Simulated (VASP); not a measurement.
Write the native input for VASP 6.6.1 that does the following.

```
Task                   : relaxation of cell and atoms
Functional             : PBE
Potentials or basis    : VASP PAW PBE potentials, release 64 (Ti_sv, Te)
Cutoff                 : 600 eV
k mesh                 : 12 × 12 × 8
Occupations            : gaussian, width 0.03 eV
Spin                   : no spin polarisation
Dipole correction      : no
Further INCAR settings : ALGO = Fast; EDIFF = 1e-06; IBRION = 2; EDIFFG = -0.002; NSW = 80; ISIF = 3
```

The structure of TiTe2 lies in POSCAR:

```
TiTe2
1.0
    3.7770000000      0.0000000000      0.0000000000
   -1.8885000000      3.2709779501      0.0000000000
    0.0000000000      0.0000000000      6.4980000000
Ti Te
1 2
Direct
    0.0000000000      0.0000000000      0.0000000000
    0.3333333333      0.6666666667      0.2628000000
    0.6666666667      0.3333333333      0.7372000000
```

The cell was built by a generator and needn't be a form met in nature.

The cell isn't the ideal one: cell and atoms relaxed at 0 GPa.

One way to write it, as run:

INCAR

```
SYSTEM = TiTe2
ALGO = Fast
EDIFF = 1E-6
EDIFFG = -0.002
ENCUT = 600
GGA = PE
IBRION = 2
ISIF = 3
ISMEAR = 0
LASPH = .True.
LCHARG = .False.
LREAL = .False.
LWAVE = .False.
NELM = 100
NSW = 80
PREC = Accurate
SIGMA = 0.03
```

KPOINTS

```
k-points
0
Gamma
  12 12 8
  0 0 0
```

Potentials or basis: VASP PAW PBE potentials, release 64 (Ti_sv, Te).

The run is started by

```bash
$ cat potpaw_PBE.64/Ti_sv/POTCAR potpaw_PBE.64/Te/POTCAR > POTCAR
$ mpirun -np 1 vasp_std > vasp.out
```

Results of the run:

| Quantity | Value |
| --- | --- |
| Relaxed volume | 28.18 Å³/atom |
| Relaxed cell | a = 3.769 Å, b = 3.769 Å, c = 6.870 Å, α = 90.00°, β = 90.00°, γ = 120.00° |
| Space group after relaxing (to 0.05 Å) | P-3m1 (No. 164) |
| Energy gained by relaxing | 5.4 meV/atom |
| Ionic steps | 30 |
| Pressure after relaxing | 0.0 GPa |
| Band gap on the k mesh | none (metal or under the smearing width) |

Caveat: this functional lacks dispersion, which binds the layers, so the pressure and a relaxed spacing across them are unreliable.

Run time: 36 min on 1 thread of Intel(R) Xeon(R) 6975P-C (Granite Rapids) (shared host), peak memory 0.4 GiB.
